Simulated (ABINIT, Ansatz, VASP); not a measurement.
Code comparison for AlNi (Pm-3m, 2 atoms in the cell)

Self-consistent single point.

```xyz
2
Lattice="2.8669 0.0000 0.0000 0.0000 2.8669 0.0000 0.0000 0.0000 2.8669" Properties=species:S:1:pos:R:3 pbc="T T T"
Al     1.4334     1.4334     1.4334
Ni     0.0000     0.0000     0.0000
```

All programs got the same cell, k-point mesh and kind of occupations (in Ansatz's words: kpoints.mp_grid.grid = 11 11 11; scf.occupations.method = gaussian; scf.occupations.width = 0.01 Ry); potentials, basis and cutoffs are each program's usual ones.

| code | model | pressure (GPa) | cutoff |
|---|---|---|---|
| VASP | PBE, VASP's PBE PAW potentials (set 64) | 4.77 | 300 eV |
| Ansatz | PBE, default PAW files | 4.75 | 30.9 Ry |
| ABINIT | PBE, norm-conserving pseudopotentials (PseudoDojo nc-sr-05 PBE standard) | 4.66 | 49 Ha |

The spread over the programs that give each value: pressure within 0.11 GPa.

The starting cell comes from a database of computed structures (which also holds hypothetical and non-ambient phases and stackings), without a prior relaxation at this level. Its lattice was rescaled by a random factor within 2.5 % of one. On Ansatz's run: Spin polarisation is off. In the base run, with a pressure of about 5 GPa the cell is away from its equilibrium volume at this level.

Q: Why do the programs differ, and what cannot be compared?

A: Differences of this kind can come from the potentials, where these differ, and from what each basis and cutoff leave unconverged. The valence holds different numbers of electrons (VASP 13, Ansatz (an electronic-structure program) 21, ABINIT 21). The zero of total energies and Fermi levels follows the potentials and each program's conventions, so they are not compared here. Ansatz's pressure is given at a fixed set of plane waves, as the other plane-wave codes print theirs; with its correction for the finite basis it is 4.82 GPa. Ansatz's smearing width was typed in Ry to four decimals, so it matches the others to a few per cent.

VASP's run is marked for a possible Pulay error in its stress at this cutoff; no cutoff test was made.

Left out of this page: Quantum ESPRESSO, GPAW, CP2K, Elk, FLEUR and SIESTA (not drawn, or without a comparable value).

Keys are those of Ansatz 0.2.
